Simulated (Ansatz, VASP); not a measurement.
## Two plane-wave programs on MgCdO

```
Mg Cd O
1.0
     3.74165    0.00000    0.00000
     0.00000    3.74165    0.00000
     0.00000    0.00000    3.77887
Mg Cd O
1 1 1
Cartesian
  1.8708 1.8708 1.8894
  0.0000 0.0000 0.0000
  1.8708 1.8708 0.0000
```

Change from the starting cell: species swapped into the LiHPd type (P4/mmm, No. 123).

Alike in both runs: functional PBE; k mesh 6 × 6 × 4; occupations gaussian, width 0.1 eV; no spin polarisation.

Ansatz relaxed the structure, and its values are those at the end. VASP's run is a single point on that final structure, the one shown.

|  | VASP | Ansatz |
| --- | --- | --- |
| version | VASP 6.6.1 | Ansatz 0.2.0 |
| potentials or method | VASP PAW PBE potentials, release 64 (Mg, Cd, O) | scalar-relativistic, plane waves, PAW |
| plane-wave cutoff (eV) | 520 | 420 |
| valence electrons in the cell | 20 | 36 |

```tsv
	VASP	Ansatz	Ansatz less VASP
gap on the k mesh at the Fermi level (eV)	none	none	-
pressure (GPa)	0.1	0.0	-0.05
```

A gap of «none» marks a metal or a gap that the smearing closes. The two sets of potentials don't hold the same shells in valence.

Caveats: the k mesh is coarse (spacing up to 0.42 Å⁻¹), so the values aren't converged.
